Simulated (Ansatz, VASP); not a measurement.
# Hg2P: VASP beside Ansatz

The input INCAR:

```
SYSTEM = Hg2P
PREC = Accurate
ENCUT = 600
EDIFF = 1E-6
ISMEAR = 0
SIGMA = 0.1
LREAL = .False.
LASPH = .True.
NELM = 100
ALGO = Normal
ISIF = 3
LWAVE = .False.
LCHARG = .False.
GGA = PE
IBRION = 2
NSW = 100
EDIFFG = -0.01
```

KPOINTS

```
Automatic mesh
0
Gamma
  12 12 12
  0 0 0
```

File POSCAR:

```
Hg2P
1.0
    0.0000000000      3.2887835300      3.2887835300
    3.2887835300      0.0000000000      3.2887835300
    3.2887835300      3.2887835300      0.0000000000
Hg P
2 1
Direct
    0.2500000000      0.2500000000      0.2500000000
    0.7500000000      0.7500000000      0.7500000000
    0.0000000000      0.0000000000      0.0000000000
```

Input for Ansatz:

```yaml
crystal:
  lattice:
    - [0.0, 3.28878353, 3.28878353]
    - [3.28878353, 0.0, 3.28878353]
    - [3.28878353, 3.28878353, 0.0]
  atoms:
    - { symbol: Hg, position: [0.25, 0.25, 0.25] }
    - { symbol: Hg, position: [0.75, 0.75, 0.75] }
    - { symbol: P, position: [0.0, 0.0, 0.0] }
basis:
  ecutwfc: 420
kpoints:
  mp_grid: { grid: [12, 12, 12] }
hamiltonian:
  xc: pbe
scf:
  occupations: { method: gaussian, width: 0.1 }
output:
  forces: true
  stress: true
  eigenvalues: true
  write_density: true
  write_potential: true
  elf: true
  volumetric_format: npy
relax:
  adjacent_minimum: "off"
  f_tol: 0.01
  max_steps: 80
  cell: { stress_tol: 0.05 }
```

Change from the starting cell: species swapped into the In2Pt type (Fm-3m, No. 225).

Alike in both runs: task relaxation of cell and atoms; functional PBE; k mesh 12 × 12 × 12; occupations gaussian, width 0.1 eV; no spin polarisation.

|  | VASP | Ansatz |
| --- | --- | --- |
| version | VASP 6.6.1 | Ansatz 0.2.0 |
| potentials or method | VASP PAW PBE potentials, release 64 (Hg, P) | scalar-relativistic, plane waves, PAW |
| plane-wave cutoff (eV) | 600 | 420 |
| valence electrons in the cell | 29 | 45 |

|  | VASP | Ansatz | Ansatz less VASP |
| --- | --- | --- | --- |
| gap on the k mesh at the Fermi level, each at its own relaxed structure (eV) | none | none | - |
| relaxed volume (Å³/atom) | 24.33 | 24.22 | -0.115 |
| relaxed cell length with the largest relative difference (Å) | 4.691 | 4.684 | -0.0074 |
| energy change over the relaxation (meV/atom) | -3 | -2 | +0.9 |

A gap of «none» marks a metal or a gap that the smearing closes. The two sets of potentials don't hold the same shells in valence.

The runs have no spin-orbit coupling, so splittings on Hg are missing.
